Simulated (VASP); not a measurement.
VASP input:

### POSCAR
```
BaF2
1
   -0.0000000000     3.0884462059     3.0884462059
    3.0884462059    -0.0000000000     3.0884462059
    3.0884462059     3.0884462059     0.0000000000
Ba F
1 2
Direct
  0.0000000000   1.0000000000   1.0000000000
  0.2500000000   0.2500000000   0.2500000000
  0.7500000000   0.7500000000   0.7500000000
```

INCAR:
```
ALGO  =  Normal
EDIFF  =  1E-6
EDIFFG  =  -0.02
ENCUT  =  530
IBRION  =  2
ISIF  =  3
ISMEAR  =  0
LASPH  =  .TRUE.
LCHARG  =  .FALSE.
LMAXMIX  =  4
LMIXTAU  =  .TRUE.
LREAL  =  .FALSE.
LWAVE  =  .FALSE.
METAGGA  =  R2SCAN
NELM  =  100
NSW  =  60
PREC  =  Accurate
SIGMA  =  0.05
SYSTEM  =  BaF2
```

KPOINTS:
```
Automatic mesh
0
Gamma
6 6 6
0 0 0
```

POTCAR, in this order: Ba_sv F (PBE.64 set). Program: vasp_std.

Question: Write an equivalent input for Ansatz.

Answer: One equivalent input (not run):
Ansatz 0.2 input:
```yaml
crystal:
  lattice:
    - [0.0000000, 3.0884462, 3.0884462]
    - [3.0884462, 0.0000000, 3.0884462]
    - [3.0884462, 3.0884462, 0.0000000]
  atoms:
    - { symbol: Ba, position: [0.0000000, 1.0000000, 1.0000000] }
    - { symbol: F, position: [0.2500000, 0.2500000, 0.2500000] }
    - { symbol: F, position: [0.7500000, 0.7500000, 0.7500000] }
kpoints:
  mp_grid: { grid: [6, 6, 6] }
hamiltonian:
  xc: r2scan
  pseudopotentials: { kind: paw }
scf:
  occupations: { method: gaussian, width: 0.05 }
  max_iter: 100
relax:
  max_steps: 60
  f_tol: 0.02
  cell: {}
output: { forces: true, stress: true, eigenvalues: true }
```
The two are equivalent in intent, not identical: each code has its own PAW files, so the cut-off isn't converted (ENCUT is set for VASP's; basis.ecutwfc is left out, and Ansatz then takes the one that its files recommend); Ansatz stops its SCF on the density residual and VASP on the energy change (EDIFF).

The compound is BaF2 in the fluorite structure. This run relaxes it. Symmetry was kept, so distortions that lower it aren't found. The start is the result of an earlier pass.
